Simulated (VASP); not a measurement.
C3H4, in a box:

```xyz
7
Lattice="14.1933 0.0000 0.0000 0.0000 14.6933 0.0000 0.0000 0.0000 15.1933" Properties=species:S:1:pos:R:3 pbc="T T T"
C     6.0800    7.3511    8.9459
C     6.8086    7.3833    7.9794
C     7.6822    7.4227    6.8197
H     5.4365    7.3229    9.7998
H     7.6887    8.4245    6.3632
H     7.3541    6.7049    6.0521
H     8.7179    7.1713    7.0953
```

Base run:

- Program: VASP 6.6.1
- Functional: RPBE
- Dispersion: D3(BJ)
- Potentials or basis: VASP PAW PBE potentials, release 64 (C, H)
- Cutoff: 400 eV
- k mesh: 1 × 1 × 1
- Occupations: gaussian, width 0.01 eV
- Spin: no spin polarisation

Its results: gap between the frontier levels 5.81 eV; largest force 0.273 eV/Å.

Question: After a change of settings the same cell gave: gap between the frontier levels 6.56 eV; largest force 0.596 eV/Å. Which change was it?
A. functional from RPBE to HSE06; further incar settings from ALGO = Normal; EDIFF = 1e-06; NBANDS = 17; ISYM = 0 to ALGO = Damped; EDIFF = 1e-06; NBANDS = 17; ISYM = 0
B. functional from RPBE to rev-vdW-DF2; dispersion from D3(BJ) to none
C. dispersion from D3(BJ) to none
D. functional from RPBE to r2SCAN; dispersion from D3(BJ) to rVV10

Answer: D.

Caveats: the standard files for N, O and F lose accuracy on very short bonds; the PAW data sets were made with another functional, which shifts forces and pressure a little.

Runs at the PBE level aren't shown here.
